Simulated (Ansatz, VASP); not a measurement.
# Cross-check of HfO2 (amorphous HfO2 at 7.64 g/cm^3) between VASP and Ansatz, part 2 of 3

One calculation is typed for both programs; each brings its own data sets. How far apart do they land? Of the first pair: The structure shown is the start of the Ansatz relaxation below; VASP solves that cell, so the two are compared at the walk's first step.

VASP 6.6.1 and Ansatz 0.2.0.

So far: The starting structure; Ansatz: relaxation, PBE.

## 3. VASP: single point, PBE, start cell, pair 1

Level of this step: PBE; plane waves and PAW (Hf_pv, O) (VASP).

The same cell, functional, mesh and smearing now go to VASP, with its own data sets.

Lines of VASP's logs that name or quote its potential files are left out, and so is its time.

Input file INCAR:

```
SYSTEM = HfO2
PREC = Accurate
ENCUT = 520
EDIFF = 1E-06
NELM = 120
ISMEAR = -1
SIGMA = 0.025
LREAL = Auto
ALGO = Normal
GGA = PE
NBANDS = 368
LASPH = .TRUE.
LORBIT = 11
LWAVE = .FALSE.
LCHARG = .FALSE.
ISIF = 2
GGA_COMPAT = .FALSE.
EFERMI = MIDGAP
NCORE = 2
```

Input file POSCAR:

```
HfO2
1.0
   10.8609000000      0.0000000000      0.0000000000
    0.0000000000     10.8609000000      0.0000000000
    0.0000000000      0.0000000000     10.8609000000
Hf O
28 56
Direct
    0.0339290482      0.1915955400      0.4239427672
    0.8233203510      0.3875001151      0.2004069644
    0.5642626302      0.4743161248      0.5957517333
    0.5602942666      0.8345625132      0.5842793875
    0.8499295638      0.9331362963      0.5541161414
    0.1929398116      0.9064442173      0.0781979394
    0.4978040494      0.5570809049      0.1854174148
    0.3087681500      0.3211059857      0.3960445267
    0.6326087157      0.1128175381      0.0975978050
    0.4086217533      0.3475402591      0.9052472631
    0.1735583607      0.6224346049      0.2767726432
    0.7581692125      0.6608660424      0.3444281781
    0.9267279876      0.9978731044      0.8896039923
    0.9571582466      0.6940032594      0.0612288116
    0.6831846348      0.8047583534      0.0101833181
    0.1497481792      0.2030402637      0.7162205710
    0.9592575201      0.9254389599      0.2779880120
    0.1858593671      0.5445681297      0.5820788332
    0.4685983666      0.8483643160      0.2977561712
    0.8547542101      0.4085020578      0.5669880028
    0.1299616054      0.2032796545      0.0839617343
    0.1462770120      0.4976014879      0.9154397886
    0.8875875848      0.6864256185      0.7301973133
    0.6671362410      0.5075638299      0.9073281220
    0.6469997882      0.1530904437      0.4098555368
    0.3996722187      0.7178778923      0.8072811645
    0.1828301522      0.8627738033      0.5622922594
    0.4054360136      0.0278890331      0.8903405795
    0.2617002274      0.0742203685      0.0149066836
    0.7044720051      0.2290141701      0.2374757156
    0.1259379978      0.5854855491      0.0879393052
    0.0541759891      0.0348405749      0.1530812364
    0.5430857480      0.4168991520      0.7798985351
    0.5018000350      0.1899842554      0.9782338480
    0.3746374610      0.4539494885      0.5423215387
    0.5610584758      0.9558323896      0.9973574934
    0.0756290915      0.9795965344      0.4324595568
    0.1688442026      0.2272463608      0.2823891206
    0.6000975978      0.7560054876      0.4062922962
    0.3876934692      0.4243755122      0.2581830235
    0.3597031554      0.6730657680      0.2543067333
    0.3241720299      0.5510777192      0.8734819398
    0.6712887514      0.5124989642      0.2530637424
    0.8613098362      0.8139656935      0.3986225819
    0.5868114061      0.0109843567      0.2629432183
    0.5712233793      0.6865729359      0.8979918791
    0.4692428804      0.2189229254      0.4133727407
    0.3916710402      0.8680035724      0.4836339530
    0.0009759780      0.6159342228      0.8774871327
    0.7498826064      0.3797935714      0.0213334070
    0.1808781961      0.0131020450      0.6821994494
    0.1966687844      0.2336178401      0.5272030863
    0.3215939747      0.9193068714      0.2113268698
    0.7461720484      0.7868500769      0.6330230460
    0.0398585753      0.8606284930      0.9743575578
    0.7792263993      0.6317892624      0.0086364850
    0.2308003941      0.3433417120      0.9909123553
    0.9855260614      0.5503963760      0.6060731615
    0.6610686039      0.9949635850      0.5241002127
    0.7288622490      0.5430212966      0.4971319136
    0.2472815328      0.7066541447      0.6807723117
    0.9777642737      0.2612030311      0.6031544347
    0.0538169028      0.1500980582      0.8892541134
    0.3161892661      0.8440921102      0.9363404506
    0.4674014124      0.8968133396      0.7472216851
    0.9020431088      0.3417580495      0.3838079717
    0.8240016942      0.8246370006      0.8726993159
    0.7924389323      0.0515058605      0.0140964377
    0.3329834544      0.1985194597      0.7982763859
    0.9031203676      0.5850896335      0.2322735685
    0.1731072011      0.4704582493      0.4000220976
    0.5773922971      0.7374158679      0.1627213214
    0.9852406338      0.3209862903      0.1216197553
    0.8693938808      0.0707215792      0.3981161782
    0.8761888978      0.0309826994      0.7119023285
    0.8368643483      0.8281726192      0.1480908580
    0.9955804768      0.8187903397      0.6324061542
    0.5111823145      0.4674934858      0.0204863317
    0.7751199256      0.5210525831      0.7434006390
    0.1670119419      0.7022714508      0.4522921673
    0.5081991364      0.6562992017      0.6497711976
    0.6822178641      0.3130219411      0.5412626946
    0.1606220479      0.4107854782      0.7395980075
    0.0827555727      0.7873012365      0.2045963042
```

Input file KPOINTS:

```
Automatic mesh
0
Gamma
1 1 1
0 0 0
```

The projector-augmented-wave data sets are Hf_pv and O (PBE family, release 64).

On the command line:

```bash
$ mpirun -np 8 vasp_gam
```

Numbers of over 12 decimals in the logs are rounded to 6 here.

What it wrote:

```text
[banner, memory and clock lines left out]
running    8 mpi-ranks, on    1 nodes
[...]
LDA part: xc-table for (Slater+PW92), standard interpolation
 POSCAR, INCAR and KPOINTS ok, starting setup
[...]
entering main loop
       N       E                     dE             d eps       ncg     rms          rms(c)
DAV:   1     0.569693967313E+04    0.56969E+04   -0.39022E+05   736   0.172E+03
DAV:   2    -0.484107338372E+03   -0.61810E+04   -0.59783E+04   928   0.464E+02
DAV:   3    -0.986001354117E+03   -0.50189E+03   -0.49874E+03   840   0.115E+02
DAV:   4    -0.999945218328E+03   -0.13944E+02   -0.13884E+02   872   0.205E+01
[...]
DAV:  16    -0.830495751025E+03   -0.23981E-04   -0.15573E-04   992   0.259E-02    0.482E-02
DAV:  17    -0.830495750637E+03    0.38724E-06   -0.34657E-05   960   0.115E-02    0.242E-02
DAV:  18    -0.830495750271E+03    0.36650E-06   -0.66960E-06   792   0.569E-03
   1 F= -.83049575E+03 E0= -.83049575E+03  d E =0.000000E+00
```

OUTCAR, selected parts (step 3):

```text
  Total     -137.6468827   -131.1311980   -121.9127506      9.9693029     -9.9146691     12.1753219
  in kB     -172.1390960   -163.9906799   -152.4622299     12.4674584    -12.3991342     15.2262722
  external PRESSURE =    -162.8640019 kB  Pullay stress =       0.0000000 kB

 POSITION                                       TOTAL-FORCE (eV/Angst)
 -----------------------------------------------------------------------------------
      0.36850      2.08090      4.60440        -0.120773      0.601105      0.424704
      8.94200      4.20860      2.17660         0.559607     -0.256997     -1.727837
      6.12840      5.15150      6.47040        -1.162879      0.070510      0.660318
      6.08530      9.06410      6.34580        -0.263172      0.025485     -0.345917
      9.23100     10.13470      6.01820         0.148849      0.395525      1.441592
      2.09550      9.84480      0.84930         1.656490      0.580533     -0.052063
      5.40660      6.05040      2.01380         0.000286     -1.700729      0.228330
      3.35350      3.48750      4.30140         1.564044     -0.060959     -0.722617
      6.87070      1.22530      1.06000         1.150552     -0.922242     -0.404959
      4.43800      3.77460      9.83180         0.052886     -0.339821     -0.146066
      1.88500      6.76020      3.00600         1.526729      0.065307      1.000540
      8.23440      7.17760      3.74080        -0.518844     -0.230234      0.380674
[...]
10.41840     10.05110      3.01920        -0.361090     -0.338820     -0.111632
[...]
-----------------------------------------------------------------------------------
    total drift:                               -0.039782     -0.006380     -0.009585

  FREE ENERGIE OF THE ION-ELECTRON SYSTEM (eV)
  ---------------------------------------------------
  free  energy   TOTEN  =      -830.4957502710 eV

  energy  without entropy=     -830.4957502710  energy(sigma->0) =     -830.49575027

[... 3 further parts left out ...]
[key lines of the parts left out:]
E-fermi :   2.9093
```

Harder data sets than Hf_pv exist (the GW ones), and pressures, volumes and forces can shift noticeably with them.

## 4. Comparison

Known differences besides the potentials themselves: the data sets hold 1064 valence electrons in Ansatz (on its default PAW (the set named soft_2) files) and 616 in VASP; the cutoff is 420 eV in Ansatz and 520 eV in VASP (PREC = Accurate, projectors in real space). Total energies have different zeros and are not compared.

Forces on 10 of the 84 atoms, those with the largest forces and the largest differences (eV/Å; atoms numbered as in POSCAR):

```tsv
atom	Ansatz x, y, z	VASP x, y, z
Hf2	0.585, -0.230, -1.698	0.560, -0.257, -1.728
Hf6	1.675, 0.509, -0.060	1.656, 0.581, -0.052
Hf8	1.603, -0.111, -0.734	1.564, -0.061, -0.723
Hf11	1.508, 0.005, 0.952	1.527, 0.065, 1.001
Hf15	0.352, -0.374, -0.178	0.369, -0.484, -0.189
Hf21	-1.790, 0.811, 0.718	-1.792, 0.782, 0.704
Hf24	1.845, -0.076, 1.356	1.800, -0.049, 1.398
Hf25	-1.726, 0.512, -0.158	-1.789, 0.501, -0.202
Hf27	-0.452, 0.979, 0.690	-0.536, 0.912, 0.707
O71	-0.129, 0.929, 0.215	-0.046, 0.980, 0.246
```

The forces differ by 37 meV/Å r.m.s., which is 6.9 % of the r.m.s. force of 0.537 eV/Å (both taken over all components).

## 5. Ansatz: relaxation, PBE

This run makes the geometry at which the two programs are then compared.

The structure compared here is the end of the Ansatz relaxation.

Input file input.yaml:

```yaml
crystal:
  lattice:
    - [10.8609, 0.0, 0.0]
    - [0.0, 10.8609, 0.0]
    - [0.0, 0.0, 10.8609]
  atoms:
    - { symbol: Hf, position: [0.03393, 0.1916, 0.42394] }
    - { symbol: Hf, position: [0.82332, 0.3875, 0.20041] }
    - { symbol: Hf, position: [0.56426, 0.47432, 0.59575] }
    - { symbol: Hf, position: [0.56029, 0.83456, 0.58428] }
    - { symbol: Hf, position: [0.84993, 0.93314, 0.55412] }
    - { symbol: Hf, position: [0.19294, 0.90644, 0.0782] }
    - { symbol: Hf, position: [0.4978, 0.55708, 0.18542] }
    - { symbol: Hf, position: [0.30877, 0.32111, 0.39604] }
    - { symbol: Hf, position: [0.63261, 0.11282, 0.0976] }
    - { symbol: Hf, position: [0.40862, 0.34754, 0.90525] }
    - { symbol: Hf, position: [0.17356, 0.62243, 0.27677] }
    - { symbol: Hf, position: [0.75817, 0.66087, 0.34443] }
    - { symbol: Hf, position: [0.92673, 0.99787, 0.8896] }
    - { symbol: Hf, position: [0.95716, 0.694, 0.06123] }
    - { symbol: Hf, position: [0.68318, 0.80476, 0.01018] }
    - { symbol: Hf, position: [0.14975, 0.20304, 0.71622] }
    - { symbol: Hf, position: [0.95926, 0.92544, 0.27799] }
    - { symbol: Hf, position: [0.18586, 0.54457, 0.58208] }
    - { symbol: Hf, position: [0.4686, 0.84836, 0.29776] }
    - { symbol: Hf, position: [0.85475, 0.4085, 0.56699] }
    - { symbol: Hf, position: [0.12996, 0.20328, 0.08396] }
    - { symbol: Hf, position: [0.14628, 0.4976, 0.91544] }
    - { symbol: Hf, position: [0.88759, 0.68643, 0.7302] }
    - { symbol: Hf, position: [0.66714, 0.50756, 0.90733] }
    - { symbol: Hf, position: [0.647, 0.15309, 0.40986] }
    - { symbol: Hf, position: [0.39967, 0.71788, 0.80728] }
    - { symbol: Hf, position: [0.18283, 0.86277, 0.56229] }
    - { symbol: Hf, position: [0.40544, 0.02789, 0.89034] }
    - { symbol: O, position: [0.2617, 0.07422, 0.01491] }
    - { symbol: O, position: [0.70447, 0.22901, 0.23748] }
    - { symbol: O, position: [0.12594, 0.58549, 0.08794] }
    - { symbol: O, position: [0.05418, 0.03484, 0.15308] }
    - { symbol: O, position: [0.54309, 0.4169, 0.7799] }
    - { symbol: O, position: [0.5018, 0.18998, 0.97823] }
    - { symbol: O, position: [0.37464, 0.45395, 0.54232] }
    - { symbol: O, position: [0.56106, 0.95583, 0.99736] }
    - { symbol: O, position: [0.07563, 0.9796, 0.43246] }
    - { symbol: O, position: [0.16884, 0.22725, 0.28239] }
    - { symbol: O, position: [0.6001, 0.75601, 0.40629] }
    - { symbol: O, position: [0.38769, 0.42438, 0.25818] }
    - { symbol: O, position: [0.3597, 0.67307, 0.25431] }
    - { symbol: O, position: [0.32417, 0.55108, 0.87348] }
    - { symbol: O, position: [0.67129, 0.5125, 0.25306] }
    - { symbol: O, position: [0.86131, 0.81397, 0.39862] }
    - { symbol: O, position: [0.58681, 0.01098, 0.26294] }
    - { symbol: O, position: [0.57122, 0.68657, 0.89799] }
    - { symbol: O, position: [0.46924, 0.21892, 0.41337] }
    - { symbol: O, position: [0.39167, 0.868, 0.48363] }
    - { symbol: O, position: [0.00098, 0.61593, 0.87749] }
    - { symbol: O, position: [0.74988, 0.37979, 0.02133] }
    - { symbol: O, position: [0.18088, 0.0131, 0.6822] }
    - { symbol: O, position: [0.19667, 0.23362, 0.5272] }
    - { symbol: O, position: [0.32159, 0.91931, 0.21133] }
    - { symbol: O, position: [0.74617, 0.78685, 0.63302] }
    - { symbol: O, position: [0.03986, 0.86063, 0.97436] }
    - { symbol: O, position: [0.77923, 0.63179, 0.00864] }
    - { symbol: O, position: [0.2308, 0.34334, 0.99091] }
    - { symbol: O, position: [0.98553, 0.5504, 0.60607] }
    - { symbol: O, position: [0.66107, 0.99496, 0.5241] }
    - { symbol: O, position: [0.72886, 0.54302, 0.49713] }
    - { symbol: O, position: [0.24728, 0.70665, 0.68077] }
    - { symbol: O, position: [0.97776, 0.2612, 0.60315] }
    - { symbol: O, position: [0.05382, 0.1501, 0.88925] }
    - { symbol: O, position: [0.31619, 0.84409, 0.93634] }
    - { symbol: O, position: [0.4674, 0.89681, 0.74722] }
    - { symbol: O, position: [0.90204, 0.34176, 0.38381] }
    - { symbol: O, position: [0.824, 0.82464, 0.8727] }
    - { symbol: O, position: [0.79244, 0.05151, 0.0141] }
    - { symbol: O, position: [0.33298, 0.19852, 0.79828] }
    - { symbol: O, position: [0.90312, 0.58509, 0.23227] }
    - { symbol: O, position: [0.17311, 0.47046, 0.40002] }
    - { symbol: O, position: [0.57739, 0.73742, 0.16272] }
    - { symbol: O, position: [0.98524, 0.32099, 0.12162] }
    - { symbol: O, position: [0.86939, 0.07072, 0.39812] }
    - { symbol: O, position: [0.87619, 0.03098, 0.7119] }
    - { symbol: O, position: [0.83686, 0.82817, 0.14809] }
    - { symbol: O, position: [0.99558, 0.81879, 0.63241] }
    - { symbol: O, position: [0.51118, 0.46749, 0.02049] }
    - { symbol: O, position: [0.77512, 0.52105, 0.7434] }
    - { symbol: O, position: [0.16701, 0.70227, 0.45229] }
    - { symbol: O, position: [0.5082, 0.6563, 0.64977] }
    - { symbol: O, position: [0.68222, 0.31302, 0.54126] }
    - { symbol: O, position: [0.16062, 0.41079, 0.7396] }
    - { symbol: O, position: [0.08276, 0.7873, 0.2046] }
kpoints:
  mp_grid: { grid: [1, 1, 1] }
hamiltonian:
  xc: pbe
scf:
  occupations: { method: fermi_dirac, width: 0.025 }
output:
  forces: true
relax:
  f_tol: 0.04
  max_steps: 250
```

On the command line:

```bash
$ ansatz run input.yaml --threads 4 --pin off --max-ram 8192MiB --backend cpu --events-out ev --progress --plain --runs-dir out
```

What it wrote:

```text
[...]
Crystal: 84 atoms, lattice volume = 1281.143 Å³
Basis set: ecut = 420 eV, 25173 PW (Γ), exchange–correlation on 150×150×150 points (8 copies of the dense FFT grid, shifted against one another)
Bands: 639, of which v1, the nominal top of the filled ones, is band 532 counted from 1 (531 counted from 0)
Symmetry: 1 space group operations
[...]
k-points: 1
[...]
- { symbol: O, position: [0.727253, 0.220093, 0.223577] }
    - { symbol: O, position: [0.075307, 0.582679, 0.092558] }
    - { symbol: O, position: [0.064844, 0.045431, 0.167066] }
    - { symbol: O, position: [0.534833, 0.418027, 0.799638] }
    - { symbol: O, position: [0.506739, 0.195274, 0.984225] }
    - { symbol: O, position: [0.442676, 0.430312, 0.542006] }
    - { symbol: O, position: [0.565152, 0.965045, 0.984697] }
[...]
- { symbol: O, position: [0.495435, 0.673827, 0.662845] }
    - { symbol: O, position: [0.744863, 0.273907, 0.499713] }
    - { symbol: O, position: [0.168219, 0.434911, 0.741343] }
    - { symbol: O, position: [0.071959, 0.792699, 0.195695] }
```

(Continued in part 3 of 3.)

[Lines on the potential files, build, host, timing and source positions are cut from VASP's logs without a mark.]

[Logs are printed without paths, hosts, clocks, repeated set-up lines and the standing remarks that a program may print on its own settings, such as how far it seeks lower states.]

[Hosts, paths, dates, database ids (printed as entryN), source tags and the programs' standing remarks are cut or masked in the printed files.]
